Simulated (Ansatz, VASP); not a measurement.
# Cross-check of Zr (Zirconium) between VASP and Ansatz, part 2 of 2

Wanted: the spread between two codes on one cell, functional and k mesh. The cell is taken from a series of runs on this material, whose earlier steps may have relaxed, scaled, displaced or heated it; both programs get it as it stands.

VASP 6.6.1 and Ansatz 0.2.0.

So far: Set-up; VASP: zone-centre phonons, PBEsol.

## 3. Ansatz: zone-centre phonons, PBEsol

Level of this step: Ansatz beside VASP: Kohn-Sham DFT, plane waves, PBEsol (Ansatz).

Ansatz runs on its PAW soft_1 files.

The same cell, functional, mesh and smearing now go to Ansatz, which takes its cutoff from its data sets.

The input, input.yaml:

```yaml
crystal:
  lattice:
    - [3.3110410083, 0.0, 0.0]
    - [-1.6555205042, 2.8674456262, 0.0]
    - [0.0, 0.0, 4.9627235591]
  atoms:
    - { symbol: Zr, position: [0.3333333333, 0.6666666667, 0.25] }
    - { symbol: Zr, position: [0.6666666667, 0.3333333333, 0.75] }
kpoints:
  mp_grid: { grid: [15, 15, 8] }
hamiltonian:
  xc: pbesol
  pseudopotentials: { kind: paw, azcp: { folder: soft_1 }, xc_functional: pbe }
scf:
  occupations: { method: methfessel_paxton, width: 0.2 }
output:
  eigenvalues: true
phonons:
  method: dfpt
```

The run is started by

```bash
$ ansatz run input.yaml --threads 4 --pin off --max-ram 10240MiB --backend cpu --events-out ev --progress --plain --runs-dir out
```

Numbers of over 12 decimals in the logs are rounded to 6 here.

The program printed:

```text
zone centre: on kpoints.mp_grid the ground state, and the responses unless they are solved on pairs of k-points, stand on 320 of the mesh's 1800 k-points, reduced under 4 symmetry operations, with k and −k counted as one. Each operation leaves every solved displacement unchanged or reverses it
Engine: ansatz 0.2.0, aarch64-unknown-linux-gnu
Pseudopotentials: kind: paw
Pseudopotential: Zr, paw, valence charge 12, recommended cutoff 420 eV (normal), soft_1/Zr.paw.azcp
Functional definition: PBEsol
  exchange = pbesol_x
  correlation = pbesol_c
Crystal: 2 atoms, lattice volume = 47.117 Å³
Basis set: ecut = 420 eV, 929 PW (Γ), exchange–correlation on 48×48×72 points (8 copies of the dense FFT grid, shifted against one another)
Bands: 16, of which v1, the nominal top of the filled ones, is band 12 counted from 1 (11 counted from 0)
Symmetry: 24 space group operations
k-points: 320 of 1800 (irreducible under 4 space group operations, time reversal used)
Non-local potential: Zr, projectors of the file, l = 0: 3, l = 1: 2, l = 2: 2, l = 3: 1
PAW form: soft (Blöchl's): semilocal exchange-correlation on the pseudo side does not see the compensation charge
PAW frozen core: Zr, regenerated for the run's functional, and the local potential with it (the file was generated under x = pbe(κ = 0.804, μ = 0.219515), c = pbe(β = 0.066725))
PAW one-centre angular grid: Zr, 590 points (default); XC on 64 Gauss nodes
Initial density: superposition of atomic densities (chi_scale 0.1, normalization cell)
Initial wavefunctions: pseudopotential atomic-orbital guess
Functional: x = pbesol(κ = 0.804, μ = 0.123457), c = pbesol(β = 0.046)
SCF iter   1: F=—  HF=-8257.464679 eV  |F-HF|=—  |Δ(HF+E_count)|=         —  Δρ=3.02e-2  dr2=5.71e-1  ethr=3.10e-3  ⟨swp⟩=5.1  Hψ=47169  notcnv=0
automatic band count: the SCF goes on with 20 bands, as 16 were too few: they end inside the smearing window of the response
preconditioner: auto → none  [metal: Δε(μ)=0.007 eV  Ē_g=5.088 eV  σ=0.200 eV  W_gap=0.03  n_scr=8 (ndim 8)  ℏωp=15.3 eV  f_vac=0.000  D(μ)=1.66/eV (n_scr^D=8)  sad-step TF]
SCF iter   2: F=—  HF=-8257.330286 eV  |F-HF|=—  |Δ(HF+E_count)|=   1.34e-1  S|Δr|=    0.00e0  Δρ=1.94e-2  dr2=2.31e-1  ethr=2.38e-3  ⟨swp⟩=1.3  Hψ=9186  notcnv=0  defer=14
SCF iter   3: F=—  HF=-8257.247921 eV  |F-HF|=—  |Δ(HF+E_count)|=   8.24e-2  S|Δr|=    0.00e0  Δρ=9.83e-4  dr2=3.72e-4  ethr=9.64e-4  ⟨swp⟩=3.0  Hψ=11605  notcnv=0  defer=14
SCF iter   4: F=—  HF=-8257.247909 eV  |F-HF|=—  |Δ(HF+E_count)|=   1.23e-5  S|Δr|=    0.00e0  Δρ=2.02e-4  dr2=6.94e-6  ethr=1.55e-6  ⟨swp⟩=2.0  Hψ=9783  notcnv=0  defer=14
SCF iter   5: F=—  HF=-8257.247913 eV  |F-HF|=—  |Δ(HF+E_count)|=   3.62e-6  S|Δr|=    0.00e0  Δρ=3.03e-5  dr2=2.15e-7  ethr=2.89e-8  ⟨swp⟩=2.1  Hψ=9815  notcnv=0  defer=14
SCF iter   6: F=—  HF=-8257.247912 eV  |F-HF|=—  |Δ(HF+E_count)|=   5.39e-7  S|Δr|=    0.00e0  Δρ=4.83e-6  dr2=7.51e-9  ethr=8.95e-10  ⟨swp⟩=2.4  Hψ=9992  notcnv=0  defer=341
SCF iter   7: F=—  HF=-8257.247912 eV  |F-HF|=—  |Δ(HF+E_count)|=   1.32e-9  S|Δr|=    0.00e0  Δρ=8.17e-7  dr2=1.34e-10  ethr=3.13e-11  ⟨swp⟩=2.3  Hψ=9670  notcnv=0  defer=341
SCF iter   8: F=-8257.247912 eV  HF=-8257.247912 eV  |F-HF|=1.82e-12  |Δ(HF+E_count)|=  1.82e-12  S|Δr|=    0.00e0  Δρ=5.28e-8  dr2=7.10e-13  ethr=1.00e-12  ⟨swp⟩=9.8  Hψ=29181  notcnv=0
SCF 1 converged in 8 iterations: F = -8257.247912 eV  dr2 = 7.10e-13
  greatest PAW one-centre occupation: 0.996 electrons in one spin orbital (limit 2), on the Zr atom at site 1 (counted from 0), in its partial waves of l = 0
DFPT response loops at Γ: preconditioner auto → Kerker (q_TF=auto, 2.438 Å⁻¹) (partly filled bands, converged f_vac=0.000); β = 1.00, the filter's whole step (`scf.mixing.beta` (0.50) is not read by the response loops under this deck's `scf.mixing.preconditioner`; to damp them name `kerker` or `kerker_dos`, under which they read `scf.mixing.beta`, and type it under 1.00, their step now; both keys bind the ground state too); Broyden in place of MSR1
SCF converged after 8 iterations
Stability not checked: this state was not tested for a lower state beside it, because cold or Methfessel-Paxton smearing, or corrected tetrahedra, fill the levels in a way that the test cannot read (fill_not_monotonic; see scf.lower_state_search)
Free energy (F): -8257.247912 eV
Harris-Foulkes:  -8257.247912 eV  (|F-HF|=1.82e-12)
Internal energy: -8257.250373 eV  (E = F + TS)
E sigma→0 (E₀):  -8257.248527 eV
Entropy (-TS):   0.002461 eV (1.231 meV/atom)
Fermi energy:    13.688998 eV
--- Per-component energies (eV) ---
  E_band       = -201.621467
  E_kinetic    = 629.978436
  E_local      = -1224.962013  (includes V_loc(G=0)·N_el)
  E_nonlocal   = 153.319439
  E_hartree    = 396.928128
  E_xc         = -306.174973
  E_vxc        = -363.271030  (∫ρ·V_xc dr)
  E_paw        = -5819.618643  (= ΣΔE_a)
  E_vpaw       = -190.542505  (= ΣTr[D̂ρ^β])
  E_aug_tail   = -0.000049  (compensation charges beyond the density's cutoff)
  E_ewald      = -2087.052141
  E_core_change = 0.331442  (= ΣΔE_core)
  E_smearing   = 0.002461  (= −TS)
  E_closure    = -0.000000  (closes the sum)
  Σ components = -8257.247912   (vs F -8257.247912, Δ=0.00e0)
--- Band table (eV; the first three rows and the last of 320) ---
  k-point 0: bands = [... 8 lower, 8.0163, 10.6623, 14.3918, 14.3918, 15.1594, 15.2166, 15.2166, 15.3044, ... 4 higher]
  k-point 1: bands = [... 8 lower, 8.1581, 10.6719, 14.2590, 14.2590, 15.0109, 15.0389, 15.0738, 15.0738, ... 4 higher]
  k-point 2: bands = [... 8 lower, 8.5637, 10.6394, 14.0954, 14.0954, 14.4022, 14.7138, 14.7527, 14.7527, ... 4 higher]
  k-point 319: bands = [... 8 lower, 11.3956, 11.3956, 13.0536, 13.0536, 13.6505, 13.6505, 15.4215, 15.4215, ... 4 higher]
--- Phonons (Γ-DFPT): 2 representative perturbations + reference, on 320 of 1800 k-points (Σ response iterations 6) ---
  k mesh reduced under 4 symmetry operations, with k and −k counted as one. Each operation leaves every solved displacement unchanged or reverses it
  ASR residual: 1.121e-5 → 0.000e0 eV/Å²; symmetrization residual: 3.143e-10 eV/Å²
  ASR residual per site (eV/Å²): 1.12e-5 1.12e-5
  Γ frequencies (cm⁻¹): 0.00 0.00 0.00 78.37 78.37 171.62
  non-analytic LO–TO correction: not included (Born effective charges unavailable; polar crystals: no LO–TO splitting at Γ)
```

## 4. Differences

Known differences besides the potentials themselves: the cutoff is 420 eV in Ansatz and 500 eV in VASP; Ansatz makes its cores anew for this functional, VASP keeps those of its PBE data sets. Total energies have different zeros and are not compared.

Compared:

| quantity | Ansatz | VASP | difference |
| --- | --- | --- | --- |
| optical mode 1 to 2 (cm⁻¹) | 78.4 | 78.8 | -0.58 % |
| optical mode 3 (cm⁻¹) | 171.6 | 172.0 | -0.24 % |

Modes are paired by rising frequency, not by their patterns, so a pair may set unlike modes beside each other; they are those without the splitting of longitudinal modes.

## 5. Results

```json
{
  "r.m.s. difference of the optical zone-centre modes, each program's sorted by frequency (zone-centre phonons, PBEsol)": "0.44 cm⁻¹",
  "difference in optical mode 1 to 2 (zone-centre phonons, PBEsol)": "-0.6 %"
}
```

What this shows: The r.m.s. difference of the optical zone-centre modes, each program's sorted by frequency is 0.44 cm⁻¹ (zone-centre phonons, PBEsol). Among the rows given in per cent, the largest difference of the zone-centre phonons, PBEsol pair is in optical mode 1 to 2, -0.6 %. Such differences can come from data sets, numerical settings and the points named under the comparisons, not from the functional's error against experiment.

[Lines on the potential files, build, host, timing and source positions are cut from VASP's logs without a mark.]

[Logs are printed without paths, hosts, clocks, repeated set-up lines and the standing remarks that a program may print on its own settings, such as how far it seeks lower states.]

[Hosts, paths, dates, database ids (printed as entryN), source tags and the programs' standing remarks are cut or masked in the printed files.]
